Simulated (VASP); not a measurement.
A convergence study with VASP on CeO₂ (fluorite): one setting is varied, all else stays as given below, so the limit is that of these other settings. The cell's lengths are 1 % over those of the tabulated start and one atom is moved, so it is off equilibrium.

```
CELL_PARAMETERS angstrom
      0.00000     2.73205     2.73205
      2.73205     0.00000     2.73205
      2.73205     2.73205     0.00000
ATOMIC_POSITIONS crystal
  Ce 0.00000 0.00000 0.00000
  O  0.25000 0.25000 0.25000
  O  0.73891 0.76109 0.76109
```

Computed with PBEsol GGA, VASP's PBE PAW potentials (set 64) (plane waves; VASP 6.6.1). The tightest run used: 1000 eV cut-off, 8×8×8 Γ-centred mesh, Gaussian smearing of 0.050 eV, potentials Ce O.

Gaps are read on the run's mesh, which can miss a band edge.

### Question
The settings run are ENCUT = 250; ENCUT = 300; ENCUT = 350; ENCUT = 400; ENCUT = 450; ENCUT = 500; ENCUT = 550; ENCUT = 600; ENCUT = 650; ENCUT = 700; ENCUT = 750; ENCUT = 800; ENCUT = 850; ENCUT = 1000. From which on does the energy per atom stay within 0.01 eV/atom of the tightest run?

### Answer
From ENCUT = 450 on: it is off by 0.0020 there and by no more than 0.01 in any finer run, while ENCUT = 400 is off by 0.0122.
```tsv
setting	E (eV/atom)	pressure (GPa)	largest force (eV/Å)	gap on the mesh (eV)	plane waves	difference judged (eV/atom)
ENCUT = 250	-9.3660	-90.06	0.393	1.900	380	0.1968
ENCUT = 300	-9.2500	-43.46	0.346	1.871	531	0.0808
ENCUT = 350	-9.1941	-21.38	0.384	1.852	620	0.0249
ENCUT = 400	-9.1814	-11.37	0.399	1.851	754	0.0122
ENCUT = 450	-9.1712	-7.66	0.393	1.847	905	0.0020
ENCUT = 500	-9.1682	-6.50	0.392	1.846	1056	0.0010
ENCUT = 550	-9.1684	-6.30	0.392	1.845	1243	0.0008
ENCUT = 600	-9.1696	-6.39	0.392	1.846	1380	0.0004
ENCUT = 650	-9.1703	-6.47	0.392	1.846	1572	0.0011
ENCUT = 700	-9.1709	-6.46	0.392	1.846	1732	0.0017
ENCUT = 750	-9.1705	-6.38	0.392	1.846	1924	0.0013
ENCUT = 800	-9.1701	-6.29	0.392	1.846	2120	0.0008
ENCUT = 850	-9.1696	-6.22	0.392	1.846	2313	0.0004
ENCUT = 1000	-9.1692	-6.19	0.392	1.846	2954	0.0000
```

Left out are rungs that failed or repeat a setting and relaxations that didn't move; long series are thinned to 24 rows.

The compound is CeO2 in the fluorite structure. The cell was not relaxed at this level, it is distorted from the ideal structure. The run is not spin-polarised, so no magnetic state was tried.
